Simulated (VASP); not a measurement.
Crystal: KScS2.

```
K S Sc
1.0
     4.03526    0.00000    0.00000
     0.00000    4.03526    0.00000
     0.00000    0.00000    5.46549
K S Sc
1 2 1
Direct
  0.00000 0.00000 0.00000
  0.00000 0.00000 0.50000
  0.50000 0.50000 0.00000
  0.50000 0.50000 0.50000
```

The cell was built by a generator and needn't be a form met in nature.

Base run:

| Property | Result |
| --- | --- |
| Program | VASP 6.6.1 |
| Functional | PBE |
| Potentials or basis | VASP PAW PBE potentials, release 64 (K_sv, S, Sc_sv) |
| Cutoff | 520 eV |
| k mesh | 6 × 6 × 4 |
| Occupations | fermi-dirac, width 0.02 eV |
| Spin | no spin polarisation |

Its results: band gap on the k mesh 0.04 eV, direct; pressure 0.8 GPa.

Q: The run is repeated on the same cell with these changes: functional from PBE to r2SCAN. What comes out?

A: Band gap on the k mesh 0.26 eV, direct; pressure 0.2 GPa.

r2SCAN gives the wider gap, since meta-GGAs in the generalised Kohn-Sham scheme recover part of the derivative discontinuity.

Caveats: the PAW data sets were made with another functional, which shifts forces and pressure a little (some runs).

A k mesh can miss the band edges.
